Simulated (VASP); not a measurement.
Output of a VASP run:

**OUTCAR**
```
 ion  position               nearest neighbor table
   1  0.995  0.001  0.996-  59 2.06  48 2.06  65 2.07  26 2.07  40 2.09  51 2.10   5 3.15   3 3.29
                            14 3.64   2 3.64   8 3.66  20 3.69  18 3.75  12 3.76
   2  0.239  0.233  0.165-  26 2.03  33 2.06  27 2.07  30 2.09  29 2.12  28 2.14   6 3.21  25 3.28
                             4 3.30   1 3.64   3 3.67  15 3.73  13 3.75
   3  0.995  0.997  0.335-  69 2.01  30 2.01  40 2.07  44 2.07  55 2.07  51 2.08   5 3.28   1 3.29
                             2 3.67   4 3.67  22 3.68  20 3.69   8 3.69  10 3.69  16 3.72  14 3.72
   4  0.239  0.234  0.505-  34 2.03  33 2.06  31 2.08  30 2.09  37 2.12  32 2.14   6 3.21  25 3.30
                             2 3.30   5 3.64   3 3.67  15 3.73  17 3.75
   5  0.996  0.001  0.672-  59 2.06  48 2.06  73 2.06  34 2.07  44 2.09  55 2.10   1 3.15   3 3.28
                             4 3.64  16 3.64  10 3.66  22 3.68  12 3.75  18 3.76
   6  0.253  0.255  0.835-  35 2.08  36 2.08  37 2.09  29 2.09  26 2.11  34 2.11   2 3.21   4 3.21
                            19 3.69  23 3.70
   7  0.000  0.500  0.001-  53 2.08  38 2.08  36 2.09  71 2.10  63 2.11  28 2.13  11 3.24   9 3.24
                            12 3.72  18 3.75
   8  0.246  0.770  0.159-  40 2.01  41 2.04  39 2.04  45 2.10  38 2.10  42 2.20  25 3.13  12 3.16
                            10 3.40  13 3.65   1 3.66   3 3.69  15 3.72
   9  0.992  0.504  0.335-  63 2.07  67 2.07  32 2.11  28 2.11  57 2.15  42 2.15  11 3.24   7 3.24
                            25 3.33  21 3.72
  10  0.246  0.768  0.509-  44 2.02  49 2.04  43 2.04  45 2.10  46 2.10  42 2.19  25 3.14  12 3.16
                             8 3.40  17 3.66   5 3.66   3 3.69  15 3.72
  11  0.000  0.500  0.668-  46 2.07  61 2.08  36 2.09  71 2.09  67 2.11  32 2.13   7 3.24   9 3.24
                            12 3.72  18 3.75
  12  0.242  0.748  0.834-  46 2.08  48 2.08  38 2.08  41 2.08  49 2.08  47 2.08   8 3.16  10 3.16
                            11 3.72   7 3.72   5 3.75  23 3.75  19 3.75   1 3.76
  13  0.500  0.999  0.998-  41 2.06  50 2.06  72 2.07  27 2.08  35 2.09  64 2.10  17 3.17  15 3.27
                             8 3.65  14 3.69  20 3.72   2 3.75
  14  0.751  0.238  0.159-  51 2.01  52 2.04  50 2.04  53 2.10  54 2.12  57 2.20  21 3.14  18 3.15
                            16 3.42   1 3.64  13 3.69   3 3.72  15 3.76
  15  0.498  0.002  0.335-  45 2.09  31 2.09  27 2.10  68 2.10  64 2.10  54 2.10  17 3.27  13 3.27
                             8 3.72  10 3.72   2 3.73   4 3.73  16 3.75  14 3.76
  16  0.751  0.237  0.511-  55 2.01  56 2.04  58 2.04  61 2.10  54 2.12  57 2.20  21 3.15  18 3.15
                            14 3.42   5 3.64  17 3.69   3 3.72  15 3.75
  17  0.499  0.999  0.671-  58 2.06  49 2.06  72 2.07  31 2.08  35 2.09  68 2.10  13 3.17  15 3.27
                            10 3.66  16 3.69  22 3.73   4 3.75
  18  0.750  0.255  0.835-  61 2.08  60 2.08  53 2.09  59 2.09  50 2.09  58 2.09  16 3.15  14 3.15
                            11 3.75   7 3.75   1 3.75   5 3.76
  19  0.495  0.502  0.997-  52 2.04  39 2.05  47 2.06  60 2.08  62 2.10  29 2.10  23 3.17  21 3.47
                            25 3.59   6 3.69  24 3.72  12 3.75
  20  0.752  0.758  0.164-  65 2.04  66 2.05  64 2.07  69 2.10  62 2.10  63 2.10  24 3.20  22 3.32
                            21 3.52   3 3.69   1 3.69  13 3.72
  21  0.608  0.470  0.335-  66 2.02  56 2.06  52 2.06  57 2.28  25 2.64  14 3.14  16 3.15  23 3.45
                            19 3.47  20 3.52  22 3.53   9 3.72
  22  0.752  0.759  0.505-  73 2.04  66 2.05  68 2.07  69 2.10  70 2.10  67 2.10  24 3.20  20 3.32
                            21 3.53   3 3.68   5 3.68  17 3.73
  23  0.494  0.502  0.671-  56 2.04  43 2.05  47 2.07  60 2.08  70 2.10  37 2.10  19 3.17  21 3.45
                            25 3.62   6 3.70  24 3.73  12 3.75
  24  0.746  0.745  0.834-  62 2.08  71 2.08  72 2.08  70 2.08  73 2.10  65 2.10  22 3.20  20 3.20
                            19 3.72  23 3.73
  25  0.337  0.512  0.332-  33 2.11  43 2.14  39 2.14  42 2.31  21 2.64   8 3.13  10 3.14   2 3.28
                             4 3.30   9 3.33  19 3.59  23 3.62
  26  0.144  0.156  0.995-   2 2.03   1 2.07   6 2.11
  27  0.393  0.083  0.164-   2 2.07  13 2.08  15 2.10
  28  0.099  0.405  0.173-   9 2.11   7 2.13   2 2.14
  29  0.346  0.344  0.009-   6 2.09  19 2.10   2 2.12
  30  0.133  0.154  0.335-   3 2.01   2 2.09   4 2.09
  31  0.393  0.083  0.506-  17 2.08   4 2.08  15 2.09
  32  0.098  0.404  0.496-   9 2.11  11 2.13   4 2.14
  33  0.352  0.293  0.335-   4 2.06   2 2.06  25 2.11
  34  0.145  0.154  0.675-   4 2.03   5 2.07   6 2.11
  35  0.404  0.102  0.835-   6 2.08  13 2.09  17 2.09
  36  0.106  0.413  0.835-   6 2.08   7 2.09  11 2.09
  37  0.345  0.344  0.662-   6 2.09  23 2.10   4 2.12
  38  0.138  0.665  0.002-   7 2.08  12 2.08   8 2.10
  39  0.388  0.613  0.143-   8 2.04  19 2.05  25 2.14
  40  0.096  0.914  0.166-   8 2.01   3 2.07   1 2.09
  41  0.342  0.855  0.992-   8 2.04  13 2.06  12 2.08
  42  0.150  0.661  0.334-   9 2.15  10 2.19   8 2.20  25 2.31
  43  0.386  0.609  0.523-  10 2.04  23 2.05  25 2.14
  44  0.096  0.912  0.503-  10 2.02   3 2.07   5 2.09
  45  0.347  0.845  0.335-  15 2.09  10 2.10   8 2.10
  46  0.139  0.664  0.667-  11 2.07  12 2.08  10 2.10
  47  0.393  0.594  0.834-  19 2.06  23 2.07  12 2.08
  48  0.095  0.905  0.834-   5 2.06   1 2.06  12 2.08
  49  0.343  0.852  0.676-  10 2.04  17 2.06  12 2.08
  50  0.653  0.148  0.995-  14 2.04  13 2.06  18 2.09
  51  0.899  0.092  0.168-  14 2.01   3 2.08   1 2.10
  52  0.617  0.399  0.135-  14 2.04  19 2.04  21 2.06
  53  0.861  0.335  0.000-   7 2.08  18 2.09  14 2.10
  54  0.645  0.162  0.335-  15 2.10  16 2.12  14 2.12
...
```

File OSZICAR:
```
...
RMM:   3    -0.444357482509E+03   -0.20061E-04   -0.42846E-04   951   0.485E-02    0.221E-02
RMM:   4    -0.444357475729E+03    0.67799E-05   -0.12537E-04   936   0.217E-02    0.623E-03
RMM:   5    -0.444357479008E+03   -0.32786E-05   -0.28143E-05   625   0.888E-03
   7 F= -.44435748E+03 E0= -.44435748E+03  d E =-.179059E-02  mag=     1.0000
       N       E                     dE             d eps       ncg     rms          rms(c)
DAV:   1    -0.444356707857E+03    0.76787E-03   -0.12379E+00   992   0.268E+00    0.182E-01
RMM:   2    -0.444358885777E+03   -0.21779E-02   -0.23947E-02   944   0.346E-01    0.687E-02
RMM:   3    -0.444358995034E+03   -0.10926E-03   -0.18218E-03   951   0.987E-02    0.443E-02
RMM:   4    -0.444358982547E+03    0.12487E-04   -0.51142E-04   969   0.429E-02    0.120E-02
RMM:   5    -0.444358997565E+03   -0.15019E-04   -0.12580E-04   882   0.174E-02    0.690E-03
RMM:   6    -0.444358998671E+03   -0.11061E-05   -0.92564E-06   555   0.625E-03
   8 F= -.44435900E+03 E0= -.44435900E+03  d E =-.151966E-02  mag=     1.0000
       N       E                     dE             d eps       ncg     rms          rms(c)
DAV:   1    -0.444358090089E+03    0.90748E-03   -0.68183E-01   984   0.199E+00    0.135E-01
RMM:   2    -0.444359290987E+03   -0.12009E-02   -0.13201E-02   944   0.257E-01    0.510E-02
RMM:   3    -0.444359350849E+03   -0.59862E-04   -0.10019E-03   951   0.732E-02    0.330E-02
RMM:   4    -0.444359343627E+03    0.72220E-05   -0.28303E-04   970   0.318E-02    0.932E-03
RMM:   5    -0.444359351807E+03   -0.81805E-05   -0.65071E-05   762   0.129E-02
   9 F= -.44435935E+03 E0= -.44435935E+03  d E =-.187280E-02  mag=     1.0000
       N       E                     dE             d eps       ncg     rms          rms(c)
DAV:   1    -0.444358353310E+03    0.99032E-03   -0.10549E+00   968   0.247E+00    0.171E-01
RMM:   2    -0.444360233974E+03   -0.18807E-02   -0.20782E-02   944   0.323E-01    0.649E-02
RMM:   3    -0.444360333482E+03   -0.99509E-04   -0.16535E-03   951   0.935E-02    0.416E-02
RMM:   4    -0.444360327253E+03    0.62296E-05   -0.48845E-04   976   0.411E-02    0.114E-02
RMM:   5    -0.444360339920E+03   -0.12667E-04   -0.10881E-04   873   0.164E-02    0.665E-03
RMM:   6    -0.444360341025E+03   -0.11059E-05   -0.89460E-06   555   0.601E-03
  10 F= -.44436034E+03 E0= -.44436034E+03  d E =-.989218E-03  mag=     1.0000
       N       E                     dE             d eps       ncg     rms          rms(c)
DAV:   1    -0.444360330536E+03    0.93835E-05   -0.18075E-02  1072   0.324E-01    0.223E-02
RMM:   2    -0.444360363287E+03   -0.32751E-04   -0.35987E-04   944   0.423E-02    0.852E-03
RMM:   3    -0.444360365305E+03   -0.20181E-05   -0.30711E-05   637   0.124E-02    0.549E-03
RMM:   4    -0.444360365187E+03    0.11845E-06   -0.71792E-06   557   0.527E-03
  11 F= -.44436037E+03 E0= -.44436037E+03  d E =-.101338E-02  mag=     1.0000
       N       E                     dE             d eps       ncg     rms          rms(c)
DAV:   1    -0.444359955835E+03    0.40947E-03   -0.59498E-01   976   0.185E+00    0.127E-01
RMM:   2    -0.444361005544E+03   -0.10497E-02   -0.11661E-02   944   0.241E-01    0.486E-02
RMM:   3    -0.444361057744E+03   -0.52200E-04   -0.92231E-04   951   0.696E-02    0.313E-02
RMM:   4    -0.444361049956E+03    0.77872E-05   -0.27368E-04   967   0.309E-02    0.888E-03
RMM:   5    -0.444361057402E+03   -0.74454E-05   -0.62378E-05   760   0.125E-02
  12 F= -.44436106E+03 E0= -.44436106E+03  d E =-.692215E-03  mag=     1.0000
```

OUTCAR:
```
------------------------ aborting loop because EDIFF is reached ----------------------------------------
  FORCE on cell =-STRESS in cart. coord.  units (eV):
  Direction    XX          YY          ZZ          XY          YZ          ZX
  --------------------------------------------------------------------------------------
  Total       24.5090137     35.7071971     42.1401550     -0.3718361     -0.1028509     -0.0368275
  in kB       43.4096110     63.2434889     74.6373460     -0.6585847     -0.1821663     -0.0652277
  external PRESSURE =      60.4301486 kB  Pullay stress =       0.0000000 kB
  volume of cell :      904.59
      direct lattice vectors                 reciprocal lattice vectors
     9.649823632  0.000000000  0.000000000     0.103628837  0.000000000  0.000000000
     0.000000000  9.649823632  0.000000000     0.000000000  0.103628837  0.000000000
     0.000000000  0.000000000  9.714305805     0.000000000  0.000000000  0.102940964
 POSITION                                       TOTAL-FORCE (eV/Angst)
 -----------------------------------------------------------------------------------
      9.60633      0.01116      9.67776         0.015670      0.002708      0.008084
      2.31420      2.25584      1.60139         0.013190      0.001944     -0.003214
      9.60712      9.62399      3.25121         0.008279      0.005494     -0.013258
      2.31731      2.25788      4.90436        -0.012437      0.001086     -0.001326
      9.60620      0.00938      6.53444         0.005879      0.004643      0.008253
      2.44079      2.46210      8.10923         0.010988     -0.003476      0.001048
      9.64876      4.82330      0.00709         0.002621     -0.007726      0.017304
      2.37810      7.42089      1.54557         0.006836     -0.017588     -0.000777
      9.57295      4.86430      3.24482         0.007771      0.005617      0.020522
      2.37557      7.41347      4.95279         0.006690     -0.009309     -0.004362
      9.64757      4.82179      6.48410         0.003247      0.012980      0.004522
      2.33833      7.21770      8.10628        -0.000686     -0.004440     -0.003262
      4.81797      9.64016      9.69656        -0.008584     -0.012489     -0.007676
      7.25258      2.28785      1.54037        -0.020544      0.002878     -0.008945
      4.80007      0.01707      3.25232        -0.012725      0.000047     -0.005451
      7.24845      2.28607      4.95768        -0.009492      0.008979      0.007266
      4.81740      9.63739      6.52205         0.002842      0.006389      0.003817
      7.22721      2.45810      8.10649         0.003610      0.007094     -0.001967
      4.77263      4.85034      9.69533        -0.003848     -0.007952     -0.012252
      7.25868      7.32437      1.58977        -0.004586      0.001071      0.000389
      5.86838      4.53978      3.24564         0.000303      0.006463      0.008361
      7.25886      7.32331      4.90985        -0.005023      0.006708      0.011513
      4.77370      4.84792      6.51451        -0.005246     -0.012975      0.001328
      7.19659      7.18942      8.10740        -0.003177     -0.004130     -0.004974
      3.25518      4.94128      3.24232         0.023306     -0.003541      0.008169
      1.40242      1.49360      9.66483        -0.003081     -0.005150     -0.004008
      3.79034      0.80097      1.59161         0.003223      0.000318     -0.005839
      0.95720      3.90675      1.67858        -0.009209     -0.006695      0.001984
      3.32630      3.32963      0.07894        -0.009962     -0.010422     -0.012658
      1.28640      1.48242      3.25330         0.005995     -0.001134     -0.003556
      3.79079      0.80030      4.91270         0.009526      0.003854      0.005104
      0.96032      3.91095      4.81543        -0.006214     -0.016851     -0.003699
      3.40119      2.83308      3.25279        -0.004809      0.001124     -0.004795
      1.39944      1.49545      6.55120         0.006096     -0.007069      0.005043
      3.90124      0.98814      8.10822         0.002955      0.000989      0.000955
      1.01404      3.97640      8.10410        -0.001277     -0.005915     -0.000846
      3.32850      3.32650      6.42659        -0.012839     -0.002940     -0.002758
      1.35159      6.39584      0.02307        -0.013243      0.012736     -0.001114
      3.75197      5.91451      1.40424         0.012054      0.009473     -0.004781
      0.91453      8.79881      1.60915        -0.011678      0.000750     -0.001456
      3.29871      8.24427      9.63811        -0.000097      0.018792      0.009120
      1.45983      6.37484      3.24652         0.003395      0.004702      0.007412
      3.74325      5.90068      5.08900         0.009912      0.018856      0.003790
      0.91372      8.79519      4.89131        -0.006880     -0.000635     -0.007966
      3.34224      8.16565      3.25160        -0.004011      0.005723     -0.002541
      1.34610      6.39877      6.47703        -0.006061      0.000091     -0.009209
      3.80117      5.73897      8.10443        -0.001081      0.007400      0.002374
      0.91430      8.72869      8.10621        -0.012196     -0.003844      0.002710
      3.30212      8.23828      6.57132        -0.012481      0.003729      0.000762
      6.30453      1.41938      9.66804         0.015281     -0.005991     -0.000147
      8.67963      0.88363      1.63100         0.002678      0.005223      0.007501
      5.94122      3.83034      1.30848        -0.004171     -0.019391      0.003406
      8.30495      3.23755      9.71241        -0.005377      0.006631      0.000652
      6.23692      1.54674      3.24866         0.001821     -0.007702     -0.004273
      8.67742      0.88328      4.86902         0.007518      0.002681     -0.008337
      5.93453      3.82691      5.18220         0.003384     -0.017291     -0.000151
...
```
(Selected blocks of OUTCAR.)

File POSCAR:
```
Sn25O48
1
    9.6498236318     0.0000000000     0.0000000000
    0.0000000000     9.6498236318     0.0000000000
    0.0000000000     0.0000000000     9.7143058051
Sn O
25 48
Direct
  0.9949429890   0.0009157481   0.9963643767
  0.2394528460   0.2330200549   0.1649925368
  0.9953164687   0.9971386902   0.3346262585
  0.2393653383   0.2336188401   0.5051129439
  0.9955003340   0.0006082869   0.6724008265
  0.2531489516   0.2546127167   0.8351223708
  0.0000024640   0.4999271366   0.0011387720
  0.2463096146   0.7695009272   0.1587813001
  0.9918419542   0.5042435259   0.3346451519
  0.2462152021   0.7675101617   0.5092721651
  0.0001078930   0.4997396686   0.6680219685
  0.2419983898   0.7483831208   0.8342103980
  0.5000125649   0.9986530531   0.9980538245
  0.7513267645   0.2377742959   0.1589179821
  0.4975135176   0.0019227209   0.3349135104
  0.7510094978   0.2369640320   0.5107276162
  0.4994317313   0.9986121232   0.6713231594
  0.7496948541   0.2546334177   0.8346172511
  0.4947338643   0.5023217673   0.9973094369
  0.7517792727   0.7582334161   0.1635118949
  0.6078636193   0.4703244391   0.3349090476
  0.7524238320   0.7591593535   0.5053941574
  0.4940483204   0.5023810562   0.6705028683
  0.7461230789   0.7447816581   0.8342817194
  0.3371817609   0.5115100610   0.3319756635
  0.1441548011   0.1555102017   0.9949708949
  0.3927144696   0.0825302503   0.1638527085
  0.0991749370   0.4049018875   0.1731445237
  0.3458989661   0.3435587822   0.0086344286
  0.1327508354   0.1535445123   0.3349681614
  0.3930497125   0.0831325275   0.5057569233
  0.0980982262   0.4042965787   0.4960959984
  0.3517363814   0.2932094765   0.3352226680
  0.1454508474   0.1540447912   0.6746370278
  0.4042956051   0.1016360727   0.8349028595
  0.1062664998   0.4129043293   0.8347902303
  0.3447646157   0.3438560501   0.6615640813
  0.1377282076   0.6653017008   0.0022357493
  0.3884865136   0.6134128306   0.1431570062
  0.0959960946   0.9136742428   0.1655939430
  0.3418399489   0.8548434031   0.9916467416
  0.1504271769   0.6612139471   0.3336711757
  0.3860547010   0.6094306842   0.5233522276
  0.0955736591   0.9119942357   0.5031431710
  0.3471737981   0.8454661516   0.3346359678
  0.1385351758   0.6640210305   0.6667508664
  0.3926510570   0.5938698126   0.8341573300
  0.0949304953   0.9053365520   0.8344469675
  0.3432184809   0.8524996123   0.6758233321
  0.6533995939   0.1477733614   0.9954878084
  0.8990453441   0.0918476545   0.1680949836
  0.6169409744   0.3987531683   0.1347905039
  0.8613928576   0.3353295879   0.0000333339
  0.6452568327   0.1618080353   0.3346388860
  0.8990142432   0.0911212239   0.5012239629
  0.6162867955   0.3974908892   0.5343258220
  0.8184017820   0.3641603872   0.3350252828
  0.6531511717   0.1472695811   0.6740892249
  0.8946860687   0.0942588568   0.8342573907
  0.5952282409   0.4056820726   0.8337188444
  0.8610171474   0.3350317656   0.6691862234
  0.6470481151   0.6570398330   0.0027375768
  0.8969059271   0.5957977471   0.1666972608
  0.6007809486   0.9100304900   0.1681458061
  0.8479337242   0.8452828640   0.9972669071
  0.6623378606   0.6719089803   0.3350589731
  0.8975687296   0.5965040266   0.5026391880
  0.6006656878   0.9100018356   0.5013676892
  0.8531236933   0.8455827793   0.3340697111
  0.6463051899   0.6578300662   0.6651285964
  0.8942844226   0.5881342615   0.8342918500
  0.5961359152   0.8997205489   0.8344612483
  0.8491694039   0.8446310483   0.6718237419
```

**Question.** Write an INCAR and KPOINTS that could have produced this output.

**Answer.** Several could match; the one computed here: the input of the run itself, PBE GGA, plane waves, VASP's PBE PAW potentials (set 64).

File KPOINTS:
```
Regular mesh
0
Gamma
  1 1 1
```

**INCAR**
```
! general
SYSTEM   =  Sn25O48
PREC     =  Normal
ENCUT    =  400
LREAL    =  Auto
LASPH    =  T
ISYM     =  0
NELECT   =  389.0

! electronic loop
EDIFF    =  1E-5
NELM     =  100
NELMIN   =  4
ALGO     =  Fast
LMAXMIX  =  4

! smearing
ISMEAR   =  0
SIGMA    =  0.05

! functional
GGA      =  PE

! spin
ISPIN    =  2
MAGMOM   =  73*0.0137
NUPDOWN  =  1

! ions
IBRION   =  2
NSW      =  120
ISIF     =  2
EDIFFG   =  -0.03

! output
LWAVE    =  F
LCHARG   =  F
LORBIT   =  10
```

POTCAR, in this order: Sn O (PBE.64 set). Program: vasp_gam.

At this cut-off the stress carries a Pulay error, which pulls relaxed volumes low. The cell is charged, with a uniform compensating background. The supercell is sampled at Γ alone, which is coarse: total energies, pressure and levels can be off, energies of defects by several tenths of an eV.

The cell is a supercell with a defect, built from SnO2 (rutile): Sn_i, charge -1.
